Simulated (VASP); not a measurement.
Data:

```
Gd
1.0
    1.78400    -3.06549     0.00000
    1.78400     3.06549     0.00000
    0.00000     0.00000     5.83123
Gd
2
Direct
  0.33333   0.66667   0.25000
  0.69204   0.35870   0.75000
```

The numbers are results of PBE GGA, VASP's PBE PAW potentials (set 64) (plane waves; VASP), not measurements. Run with 400 eV cut-off, KSPACING 0.16 per Å, first-order Methfessel-Paxton smearing of 0.10 eV, potentials Gd_3.

The 4f electrons are frozen in the core of the lanthanide potential, so 4f levels, which can set the real gap, and their magnetism are missing. Gaps are read on the run's mesh, which can miss a band edge.

Predict the energy per atom (σ→0), pressure, largest force, band gap (on the k-mesh) with the smallest direct gap where there is one.

| Quantity | Result |
|---|---|
| band gap (on the k-mesh) | none (metal, semimetal or under 0.01 eV) |
| energy per atom (σ→0) | -4.570 eV/atom |
| pressure | 10.6 kbar |
| largest force | 0.00256 Ry/bohr |

Total energies compare only between runs with the same potentials, cut-off and functional.

The compound is Gd in the hcp structure. The cell was not relaxed at this level, atoms are displaced from their ideal sites. The run is one of a series of settings (KGAMMA = .TRUE., KSPACING = 0.16, KPOINTS file removed against the base run), some of them coarse on purpose.
